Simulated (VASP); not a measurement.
Input:

```xyz
2
Lattice="0.0000 2.9000 2.9000 2.9000 0.0000 2.9000 2.9000 2.9000 0.0000" Properties=species:S:1:pos:R:3 pbc="T T T"
Ca     0.0000     0.0000     0.0000
Se     2.9000     2.9000     2.9000
```

Calculation: LDA (Ceperley-Alder, Perdew-Zunger), VASP's LDA PAW potentials (set 64) (plane waves; VASP). Numerical set-up: 400 eV cut-off, 7×7×7 Γ-centred mesh, Gaussian smearing of 0.050 eV, potentials Ca_sv Se.

What does the run give for the energy per atom (σ→0)?

The energy per atom (σ→0) comes out as -5.292 eV/atom.

Only differences to runs with the same potentials and settings are physical.

The compound is CaSe in the rock salt structure. It was relaxed first, which changed the volume by -6 %. The start is the result of an earlier pass.
